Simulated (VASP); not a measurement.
Input:

```
CELL_PARAMETERS angstrom
      0.00000     2.31500     2.31500
      2.31500     0.00000     2.31500
      2.31500     2.31500     0.00000
ATOMIC_POSITIONS crystal
  Na 0.00000 0.00000 0.00000
  F  0.50000 0.50000 0.50000
```

Calculation: PBEsol GGA, VASP's PBE PAW potentials (set 64) (plane waves; VASP 6.6.1). Run with 600 eV cut-off, 10×10×10 Γ-centred mesh, Gaussian smearing of 0.050 eV, potentials Na_pv F.

Each relaxation starts from this cell; other phases were not tried.

Task: The cell is relaxed at 10 GPa. What happens?

Result: The volume per atom goes from 12.41 to 10.72 Å³ (-13.6 %), and the cell becomes a = b = c = 4.410 Å, α = β = γ = 90.00°, space group Fm-3m. The gap on the mesh goes from 6.18 to 7.01 eV.

Task: The cell is relaxed at 30 GPa. What happens?

Result: The volume per atom goes from 12.41 to 9.18 Å³ (-26.0 %), and the cell becomes a = 4.1878 Å, b = 4.1878 Å, c = 4.1878 Å, α = 90.00°, β = 90.00°, γ = 90.00°, space group Fm-3m. The gap on the mesh goes from 6.18 to 8.10 eV.

Failed runs are left out, and for metals the shear rows, which the mesh's noise covers.

The compound is NaF in the rock salt structure. The cell was not relaxed at this level.
